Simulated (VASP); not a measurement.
Set up this calculation in VASP 6.6.1, as the native input.

```
Task                   : band structure
Functional             : PBE
Potentials or basis    : VASP PAW PBE potentials, release 64 (Al, Bi_d, O)
Cutoff                 : 520 eV
k mesh                 : 4 × 10 × 4
Occupations            : gaussian, width 0.1 eV
Spin                   : no spin polarisation
Further INCAR settings : ALGO = Fast; EDIFF = 1e-06; NBANDS = 55
```

Al3BiO3:

```
CELL_PARAMETERS angstrom
9.25598 0.00000 0.00000
0.00000 3.04978 0.00000
-3.17220 0.00000 8.79516
ATOMIC_POSITIONS crystal
Al 0.80839 0.75000 0.67792
Al 0.67465 0.25000 0.35755
Al 0.86611 0.75000 0.17170
Al 0.19160 0.25000 0.32208
Al 0.13389 0.25000 0.82830
Al 0.32535 0.75000 0.64245
Bi 0.35808 0.25000 0.12926
Bi 0.64192 0.75000 0.87074
O 0.77763 0.25000 0.56538
O 0.75775 0.75000 0.30189
O 0.98408 0.25000 0.22234
O 0.22237 0.75000 0.43462
O 0.01591 0.75000 0.77766
O 0.24225 0.25000 0.69811
```

The cell was built by a generator and needn't be a form met in nature.

These files were run (other wordings do the same):

POSCAR

```
Al3BiO3
1.0
    9.2559760000      0.0000000000      0.0000000000
    0.0000000000      3.0497800000      0.0000000000
   -3.1722030000      0.0000000000      8.7951640000
Al Bi O
6 2 6
Direct
    0.8083950000      0.7500000000      0.6779190000
    0.6746540000      0.2500000000      0.3575450000
    0.8661050000      0.7500000000      0.1717030000
    0.1916050000      0.2500000000      0.3220810000
    0.1338950000      0.2500000000      0.8282970000
    0.3253460000      0.7500000000      0.6424550000
    0.3580810000      0.2500000000      0.1292550000
    0.6419190000      0.7500000000      0.8707450000
    0.7776350000      0.2500000000      0.5653820000
    0.7577500000      0.7500000000      0.3018930000
    0.9840850000      0.2500000000      0.2223420000
    0.2223650000      0.7500000000      0.4346180000
    0.0159150000      0.7500000000      0.7776580000
    0.2422500000      0.2500000000      0.6981070000
```

INCAR.step1

```
SYSTEM = Al3BiO3
PREC     = Accurate       ! precision mode
ENCUT    = 520            ! plane-wave cutoff, eV
EDIFF    = 1E-6           ! SCF threshold, eV
ISMEAR   = 0              ! smearing method
SIGMA    = 0.1            ! smearing width, eV
LREAL    = .FALSE.        ! projectors in reciprocal space
LASPH    = .TRUE.         ! aspherical terms in the spheres
NELM     = 100            ! most SCF steps
ALGO     = Fast           ! electronic algorithm
ISIF     = 2              ! what is computed and relaxed
LWAVE    = .FALSE.        ! write WAVECAR
LCHARG   = .TRUE.         ! write CHGCAR
GGA      = PE             ! functional
NBANDS   = 55             ! bands
KPAR     = 4
```

KPOINTS.step1

```
regular mesh
0
G
  4 10 4
  0 0 0
```

INCAR.step2

```
SYSTEM = Al3BiO3
PREC     = Accurate       ! precision mode
ENCUT    = 520            ! plane-wave cutoff, eV
EDIFF    = 1E-6           ! SCF threshold, eV
ISMEAR   = 0              ! smearing method
SIGMA    = 0.05           ! smearing width, eV
LREAL    = .FALSE.        ! projectors in reciprocal space
LASPH    = .TRUE.         ! aspherical terms in the spheres
NELM     = 100            ! most SCF steps
ALGO     = Fast           ! electronic algorithm
ISIF     = 2              ! what is computed and relaxed
LWAVE    = .FALSE.        ! write WAVECAR
LCHARG   = .FALSE.        ! write CHGCAR
GGA      = PE             ! functional
NBANDS   = 55             ! bands
KPAR     = 4            
ICHARG   = 11             ! starting density
```

KPOINTS.step2

```
path GYHCEM1AXH1,MDZ,YD
20
line-mode
reciprocal
 0.0000000000  0.0000000000  0.0000000000  G
 0.0000000000  0.0000000000  0.5000000000  Y

 0.0000000000  0.0000000000  0.5000000000  Y
-0.3752570263  0.0000000000  0.6286078815  H

-0.3752570263  0.0000000000  0.6286078815  H
-0.5000000000  0.0000000000  0.5000000000  C

-0.5000000000  0.0000000000  0.5000000000  C
-0.5000000000  0.5000000000  0.5000000000  E

-0.5000000000  0.5000000000  0.5000000000  E
-0.6247429737  0.5000000000  0.3713921185  M1

-0.6247429737  0.5000000000  0.3713921185  M1
-0.5000000000  0.5000000000  0.0000000000  A

-0.5000000000  0.5000000000  0.0000000000  A
-0.5000000000  0.0000000000  0.0000000000  X

-0.5000000000  0.0000000000  0.0000000000  X
-0.6247429737  0.0000000000  0.3713921185  H1

-0.3752570263  0.5000000000  0.6286078815  M
 0.0000000000  0.5000000000  0.5000000000  D

 0.0000000000  0.5000000000  0.5000000000  D
 0.0000000000  0.5000000000  0.0000000000  Z

 0.0000000000  0.0000000000  0.5000000000  Y
 0.0000000000  0.5000000000  0.5000000000  D
```

Potentials or basis: VASP PAW PBE potentials, release 64 (Al, Bi_d, O).

Launch:

```console
$ cat potpaw_PBE.64/Al/POTCAR potpaw_PBE.64/Bi_d/POTCAR potpaw_PBE.64/O/POTCAR > POTCAR
$ cp INCAR.step1 INCAR
$ cp KPOINTS.step1 KPOINTS
$ mpirun -np 4 vasp_std > vasp.out
$ cp INCAR.step2 INCAR
$ cp KPOINTS.step2 KPOINTS
$ mpirun -np 4 vasp_std > vasp.out
```

It gave:

```
Band gap along the path : none (metal or under the smearing width)
```

Caveat: the log is that of the step along the path at fixed density, whose energy, stress, charges and moments have no meaning; spin-orbit coupling is left out, which moves the levels of the heavy elements.

Wall time 16 min on 4 MPI ranks on Intel(R) Xeon(R) Platinum 8488C (Sapphire Rapids) (shared host), peak memory 1.9 GiB a rank.
